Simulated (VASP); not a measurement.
These are LDA (Ceperley-Alder, Perdew-Zunger), VASP's LDA PAW potentials (set 64) (plane waves; VASP) values and carry that method's errors.

A VASP calculation is set up with these files.

**POSCAR**
```
ZnS
1.0
  1.8915767721  -3.2763070353   0.0000000000
  1.8915767721   3.2763070353   0.0000000000
  0.0000000000   0.0000000000   6.1966651713
Zn S
2 2
Cart
  1.8915767721  -1.0921045293   3.0988728853
  1.8915767721   1.0921045293   0.0005402996
  1.8915767721  -1.0921045293   5.4215417253
  1.8915767721   1.0921045293   2.3232091396
```

**INCAR**
```
ALGO = Normal
EDIFF = 1E-7
EDIFFG = -0.01
ENCUT = 520
IBRION = 2
ISIF = 4
ISMEAR = 0
LASPH = .TRUE.
LCHARG = .FALSE.
LMAXMIX = 4
LREAL = .FALSE.
LWAVE = .FALSE.
NELM = 100
NSW = 30
PREC = Accurate
SIGMA = 0.05
SYSTEM = ZnS
```

### KPOINTS
```
kpoints
0
gamma
  7 7 4
```

POTCAR, in this order: Zn S (LDA.64 set). Program: vasp_std.

Output of the run:

### OSZICAR
```
       N       E                     dE             d eps       ncg     rms          rms(c)
DAV:   1     0.235961690904E+03    0.23596E+03   -0.17610E+04  1056   0.200E+03
DAV:   2     0.536633922971E+01   -0.23060E+03   -0.22589E+03  1092   0.383E+02
DAV:   3    -0.167225950942E+02   -0.22089E+02   -0.21996E+02  1278   0.119E+02
DAV:   4    -0.172386062630E+02   -0.51601E+00   -0.51550E+00  1230   0.191E+01
DAV:   5    -0.172483737938E+02   -0.97675E-02   -0.97666E-02  1300   0.255E+00    0.105E+01
DAV:   6    -0.163981674033E+02    0.85021E+00   -0.20765E+00  1586   0.451E+01    0.798E+00
DAV:   7    -0.164141650822E+02   -0.15998E-01   -0.19445E+00  1122   0.838E+00    0.313E+00
DAV:   8    -0.163860621393E+02    0.28103E-01   -0.11432E-01  1458   0.398E+00    0.995E-01
DAV:   9    -0.163851084072E+02    0.95373E-03   -0.21647E-02  1476   0.239E+00    0.296E-01
DAV:  10    -0.163851810182E+02   -0.72611E-04   -0.86971E-04  1238   0.329E-01    0.209E-01
DAV:  11    -0.163852013470E+02   -0.20329E-04   -0.74982E-05  1308   0.136E-01    0.425E-02
DAV:  12    -0.163852002875E+02    0.10594E-05   -0.17285E-05  1188   0.508E-02    0.229E-02
DAV:  13    -0.163852004519E+02   -0.16435E-06   -0.98961E-07  1296   0.986E-03    0.133E-02
DAV:  14    -0.163852005480E+02   -0.96086E-07   -0.69959E-07  1382   0.199E-02
   1 F= -.16385201E+02 E0= -.16385201E+02  d E =-.163852E+02
       N       E                     dE             d eps       ncg     rms          rms(c)
DAV:   1    -0.163854056838E+02   -0.20523E-03   -0.58672E-03  1092   0.574E-01    0.800E-02
DAV:   2    -0.163853034656E+02    0.10222E-03   -0.25637E-04  1296   0.254E-01    0.450E-02
DAV:   3    -0.163852509485E+02    0.52517E-04   -0.70520E-05  1266   0.104E-01    0.148E-02
DAV:   4    -0.163852495343E+02    0.14143E-05   -0.24930E-05  1188   0.422E-02    0.584E-03
DAV:   5    -0.163852495427E+02   -0.84292E-08   -0.24006E-06  1274   0.153E-02    0.236E-03
DAV:   6    -0.163852495338E+02    0.89103E-08   -0.12357E-07   780   0.530E-03
   2 F= -.16385250E+02 E0= -.16385250E+02  d E =-.489858E-04
```

File OUTCAR:
```
------------------------ aborting loop because EDIFF is reached ----------------------------------------
  FORCE on cell =-STRESS in cart. coord.  units (eV):
  Direction    XX          YY          ZZ          XY          YZ          ZX
  --------------------------------------------------------------------------------------
  Total       -1.1481912     -1.1481912     -1.1209728      0.0000000     -0.0000000      0.0000000
  in kB      -23.9512517    -23.9512511    -23.3834764      0.0000000     -0.0000000      0.0000000
  external PRESSURE =     -23.7619931 kB  Pullay stress =       0.0000000 kB
  volume of cell :       76.81
      direct lattice vectors                 reciprocal lattice vectors
     1.890994162 -3.275297927 -0.000000000     0.264411181 -0.152657868  0.000000000
     1.890994162  3.275297927  0.000000000     0.264411181  0.152657868  0.000000000
     0.000000000  0.000000000  6.200484107     0.000000000 -0.000000000  0.161277730
  FREE ENERGIE OF THE ION-ELECTRON SYSTEM (eV)
  ---------------------------------------------------
  free  energy   TOTEN  =       -16.3852495338 eV

  energy  without entropy=      -16.3852495338  energy(sigma->0) =      -16.38524953

 reached required accuracy - stopping structural energy minimisation
```
(Selected blocks of OUTCAR.)

### CONTCAR
```
ZnS
   1.00000000000000
     1.8909941622307798   -3.2752979265406448   -0.0000000000000000
     1.8909941622307798    3.2752979265406448    0.0000000000000000
     0.0000000000000000    0.0000000000000000    6.2004841068627536
  Zn              S
     2     2
Direct
     0.6666669999999968    0.3333330000000032    0.5001579764093337
     0.3333330000000032    0.6666669999999968    0.0001579764093337
     0.6666669999999968    0.3333330000000032    0.8748420235906663
     0.3333330000000032    0.6666669999999968    0.3748420235906664
```

**OUTCAR**
```
 val. band max:        2.2029175098   @ k =   0.0000   0.0000   0.0000

 cond. band min:       4.2844324231   @ k =   0.0000   0.0000   0.0000


 Fermi energy:         2.4176571127

 k-point     1 :       0.0000    0.0000    0.0000
  band No.  band energies     occupation
      1     -11.1239      2.00000
      2     -10.1170      2.00000
      3      -4.4110      2.00000
      4      -4.3979      2.00000
      5      -4.3979      2.00000
      6      -4.3150      2.00000
      7      -4.3150      2.00000
      8      -3.9464      2.00000
      9      -3.9464      2.00000
     10      -3.8635      2.00000
     11      -3.8635      2.00000
     12      -3.7014      2.00000
     13      -3.3707      2.00000
     14       1.2621      2.00000
     15       1.2621      2.00000
     16       2.1207      2.00000
     17       2.2029      2.00000
     18       2.2029      2.00000
     19       4.2844      0.00000
     20       5.1447      0.00000
     21       8.3460      0.00000
     22       8.3460      0.00000

 k-point     2 :       0.1429    0.0000    0.0000
  band No.  band energies     occupation
      1     -10.9791      2.00000
      2     -10.0369      2.00000
      3      -4.4123      2.00000
      4      -4.3802      2.00000
      5      -4.3707      2.00000
      6      -4.2989      2.00000
      7      -4.2748      2.00000
      8      -3.9661      2.00000
      9      -3.9467      2.00000
     10      -3.9327      2.00000
     11      -3.8571      2.00000
     12      -3.6444      2.00000
     13      -3.1683      2.00000
     14       0.2389      2.00000
     15       0.9405      2.00000
     16       1.0907      2.00000
     17       1.9301      2.00000
     18       2.0240      2.00000
     19       5.2550      0.00000
     20       5.9892      0.00000
     21       7.8524      0.00000
     22       8.7266      0.00000

 k-point     3 :       0.2857    0.0000    0.0000
  band No.  band energies     occupation
      1     -10.6047      2.00000
...
```

The compound is ZnS in the wurtzite structure, the high-temperature form. This cell is one point of a volume scan, at 1.03 of the reference volume. Symmetry was kept, so distortions that lower it aren't found.
